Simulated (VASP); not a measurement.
Consider the following.

```xyz
2
Lattice="0.0000 3.0647 3.0647 3.0647 0.0000 3.0647 3.0647 3.0647 0.0000" Properties=species:S:1:pos:R:3 pbc="T T T"
In     0.0000     0.0000     0.0000
As     1.5323     1.5323     1.5323
```

Method: RPBE GGA, VASP's PBE PAW potentials (set 64) (plane waves; VASP 6.6.1). Settings: 520 eV cut-off, 10×10×10 Γ-centred mesh, first-order Methfessel-Paxton smearing of 0.10 eV, potentials In_d As.

Give the stress tensor in GPa (positive for a compressed cell).

```
3.13  0.00  0.00
0.00  3.13  0.00
0.00  0.00  3.13
```
The pressure is its mean diagonal, 3.13 GPa.

The compound is InAs in the zinc blende structure. This cell is one point of a volume scan, at 0.94 of the reference volume.
